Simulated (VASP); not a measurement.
Output of a VASP run:

OUTCAR:
```
 ion  position               nearest neighbor table
   1  0.750  0.750  0.750-   2 2.11   2 2.11   2 2.11   2 2.11
   2  0.500  0.500  0.500-   1 2.11   1 2.11   1 2.11   1 2.11
  LATTYP: Found a face centered cubic cell.
 ALAT       =     4.8832688748
 Subroutine PRICEL returns:
 Original cell was already a primitive cell.
 Subroutine GETGRP returns: Found 48 space group operations
The static configuration has the point symmetry T_d .
 The point group associated with its full space group is O_h .
The dynamic configuration has the point symmetry T_d .
 Subroutine INISYM returns: Found 48 space group operations
 Subroutine IBZKPT returns following result:
 Found     72 irreducible k-points:

 Following reciprocal coordinates:
            Coordinates               Weight
  0.000000  0.000000  0.000000      1.000000
  0.083333  0.000000  0.000000      8.000000
  0.166667  0.000000  0.000000      8.000000
  0.250000  0.000000  0.000000      8.000000
  0.333333  0.000000  0.000000      8.000000
  0.416667  0.000000  0.000000      8.000000
  0.500000  0.000000  0.000000      4.000000
  0.083333  0.083333  0.000000      6.000000
  0.166667  0.083333  0.000000     24.000000
  0.250000  0.083333  0.000000     24.000000
  0.333333  0.083333  0.000000     24.000000
  0.416667  0.083333  0.000000     24.000000
  0.500000  0.083333  0.000000     24.000000
 -0.416667  0.083333  0.000000     24.000000
 -0.333333  0.083333  0.000000     24.000000
 -0.250000  0.083333  0.000000     24.000000
 -0.166667  0.083333  0.000000     24.000000
 -0.083333  0.083333  0.000000     12.000000
  0.166667  0.166667  0.000000      6.000000
  0.250000  0.166667  0.000000     24.000000
  0.333333  0.166667  0.000000     24.000000
  0.416667  0.166667  0.000000     24.000000
  0.500000  0.166667  0.000000     24.000000
 -0.416667  0.166667  0.000000     24.000000
 -0.333333  0.166667  0.000000     24.000000
 -0.250000  0.166667  0.000000     24.000000
 -0.166667  0.166667  0.000000     12.000000
  0.250000  0.250000  0.000000      6.000000
  0.333333  0.250000  0.000000     24.000000
  0.416667  0.250000  0.000000     24.000000
  0.500000  0.250000  0.000000     24.000000
 -0.416667  0.250000  0.000000     24.000000
 -0.333333  0.250000  0.000000     24.000000
 -0.250000  0.250000  0.000000     12.000000
  0.333333  0.333333  0.000000      6.000000
  0.416667  0.333333  0.000000     24.000000
  0.500000  0.333333  0.000000     24.000000
 -0.416667  0.333333  0.000000     24.000000
 -0.333333  0.333333  0.000000     12.000000
  0.416667  0.416667  0.000000      6.000000
   k-points           NKPTS =     72   k-points in BZ     NKDIM =     72   number of bands    NBANDS=     17
   number of dos      NEDOS =    301   number of ions     NIONS =      2
   total plane-waves  NPLWV =  13824
   dimension x,y,z NGX =    24 NGY =   24 NGZ =   24
   dimension x,y,z NGXF=    48 NGYF=   48 NGZF=   48
   ions per type =               2
   PREC   = accura    normal or accurate (medium, high low for compatibility)
   ISTART =      0    job   : 0-new  1-cont  2-samecut
   ICHARG =      2    charge: 1-file 2-atom 10-const
   ISPIN  =      1    spin polarized calculation?
   LNONCOLLINEAR =      F non collinear calculations
   LSORBIT =      F    spin-orbit coupling
   INIWAV =      1    electr: 0-lowe 1-rand  2-diag
   ENCUT  =  400.0 eV  29.40 Ry    5.42 a.u.   5.63  5.63  5.63*2*pi/ulx,y,z
   NELM   =    100;   NELMIN=  2; NELMDL= -5     # of ELM steps
   EDIFF  = 0.1E-05   stopping-criterion for ELM
   LREAL  =      F    real-space projection
   NLSPLINE    = F    spline interpolate recip. space projectors
   LMAXMIX     =    4 max onsite mixed and CHGCAR
   VOSKOWN=      0    Vosko Wilk Nusair interpolation
   EDIFFG = -.1E-01   stopping-criterion for IOM
   NSW    =     60    number of steps for IOM
   NBLOCK =      1;   KBLOCK =     60    inner block; outer block
...
```

### OSZICAR
```
       N       E                     dE             d eps       ncg     rms          rms(c)
DAV:   1     0.223763585225E+03    0.22376E+03   -0.14900E+04  2504   0.172E+03
DAV:   2    -0.838952456146E+01   -0.23215E+03   -0.22928E+03  2503   0.463E+02
DAV:   3    -0.179744366280E+02   -0.95849E+01   -0.94071E+01  2817   0.111E+02
DAV:   4    -0.181439323398E+02   -0.16950E+00   -0.16926E+00  2721   0.145E+01
DAV:   5    -0.181469352517E+02   -0.30029E-02   -0.30019E-02  2748   0.201E+00    0.137E+01
DAV:   6    -0.165986729337E+02    0.15483E+01   -0.15866E+01  2804   0.440E+01    0.261E+00
DAV:   7    -0.164825664708E+02    0.11611E+00   -0.83123E-01  2767   0.104E+01    0.152E+00
DAV:   8    -0.164650092928E+02    0.17557E-01   -0.15681E-02  2547   0.115E+00    0.949E-02
DAV:   9    -0.164650093559E+02   -0.63083E-07   -0.93328E-04  2722   0.293E-01    0.404E-02
DAV:  10    -0.164650121584E+02   -0.28025E-05   -0.64410E-05  2673   0.999E-02    0.976E-03
DAV:  11    -0.164650092026E+02    0.29558E-05   -0.12201E-05  2732   0.384E-02    0.749E-04
DAV:  12    -0.164650093275E+02   -0.12494E-06   -0.15090E-07  1234   0.530E-03
   1 F= -.16465009E+02 E0= -.16465207E+02  d E =-.164650E+02
       N       E                     dE             d eps       ncg     rms          rms(c)
DAV:   1    -0.164984522605E+02   -0.33443E-01   -0.58615E-01  2722   0.108E+01    0.158E+00
DAV:   2    -0.164677972515E+02    0.30655E-01   -0.32540E-01  2794   0.606E+00    0.415E-01
DAV:   3    -0.164651494761E+02    0.26478E-02   -0.15256E-02  2757   0.142E+00    0.145E-01
DAV:   4    -0.164649399845E+02    0.20949E-03   -0.98099E-04  2462   0.263E-01    0.237E-02
DAV:   5    -0.164649308636E+02    0.91209E-05   -0.80572E-05  2746   0.980E-02    0.124E-02
DAV:   6    -0.164649286183E+02    0.22453E-05   -0.59091E-06  2616   0.305E-02    0.104E-03
DAV:   7    -0.164649287651E+02   -0.14678E-06   -0.94763E-08  1225   0.455E-03
   2 F= -.16464929E+02 E0= -.16465132E+02  d E =0.805624E-04
       N       E                     dE             d eps       ncg     rms          rms(c)
DAV:   1    -0.164751898423E+02   -0.10261E-01   -0.17454E-01  2762   0.593E+00    0.852E-01
DAV:   2    -0.164660852487E+02    0.91046E-02   -0.98209E-02  2794   0.329E+00    0.226E-01
DAV:   3    -0.164652467509E+02    0.83850E-03   -0.48597E-03  2761   0.794E-01    0.771E-02
DAV:   4    -0.164651823959E+02    0.64355E-04   -0.28360E-04  2459   0.142E-01    0.134E-02
DAV:   5    -0.164651829643E+02   -0.56843E-06   -0.25363E-05  2778   0.533E-02    0.698E-03
DAV:   6    -0.164651843821E+02   -0.14178E-05   -0.15933E-06  1318   0.165E-02    0.448E-04
DAV:   7    -0.164651843258E+02    0.56284E-07   -0.12086E-07  1224   0.365E-03
   3 F= -.16465184E+02 E0= -.16465385E+02  d E =-.174998E-03
```

### OUTCAR
```
------------------------ aborting loop because EDIFF is reached ----------------------------------------
  FORCE on cell =-STRESS in cart. coord.  units (eV):
  Direction    XX          YY          ZZ          XY          YZ          ZX
  --------------------------------------------------------------------------------------
  Total       -0.0022299     -0.0022299     -0.0022299      0.0000000     -0.0000000     -0.0000000
  in kB       -0.1231426     -0.1231426     -0.1231426      0.0000000     -0.0000000     -0.0000000
  external PRESSURE =      -0.1231426 kB  Pullay stress =       0.0000000 kB
  volume of cell :       29.01
      direct lattice vectors                 reciprocal lattice vectors
     0.000000000  2.438870482  2.438870482    -0.205012937  0.205012937  0.205012937
     2.438870482 -0.000000000  2.438870482     0.205012937 -0.205012937  0.205012937
     2.438870482  2.438870482 -0.000000000     0.205012937  0.205012937 -0.205012937
 POSITION                                       TOTAL-FORCE (eV/Angst)
 -----------------------------------------------------------------------------------
      3.65831      3.65831      3.65831         0.000000     -0.000000      0.000000
      2.43887      2.43887      2.43887        -0.000000      0.000000     -0.000000
 -----------------------------------------------------------------------------------
    total drift:                               -0.000000      0.000000      0.000000
  FREE ENERGIE OF THE ION-ELECTRON SYSTEM (eV)
  ---------------------------------------------------
  free  energy   TOTEN  =       -16.4651843258 eV

  energy  without entropy=      -16.4657869274  energy(sigma->0) =      -16.46538519

 reached required accuracy - stopping structural energy minimisation
```
(Selected blocks of OUTCAR.)

**POSCAR**
```
Mn
1
    0.0000000000     2.4416344374     2.4416344374
    2.4416344374    -0.0000000000     2.4416344374
    2.4416344374     2.4416344374     0.0000000000
Mn
2
Direct
  0.7500000000   0.7500000000   0.7500000000
  0.5000000000   0.5000000000   0.5000000000
```

Q: Write an INCAR and KPOINTS that could have produced this output.

A: Several could match; the one computed here: the input of the run itself, PBEsol GGA, plane waves, VASP's PBE PAW potentials (set 64).

KPOINTS:
```
Automatic mesh
0
Gamma
12 12 12
0 0 0
```

### INCAR
```
SYSTEM = Mn
PREC = Accurate; ENCUT = 400; LREAL = .FALSE.
LASPH = .TRUE.
EDIFF = 1E-6; NELM = 100; ALGO = Normal
LMAXMIX = 4
ISMEAR = 1; SIGMA = 0.1
GGA = PS
IBRION = 2; NSW = 60; ISIF = 3
EDIFFG = -0.01
LWAVE = .FALSE.; LCHARG = .FALSE.
```

POTCAR, in this order: Mn_pv (PBE.64 set). Program: vasp_std.

The structure was generated: Mn was put into the diamond type (Fd-3m), which need not be its known phase. This run relaxes it. Symmetry was kept, so distortions that lower it aren't found. The start is the result of an earlier pass. The run is not spin-polarised, so no magnetic state was tried.
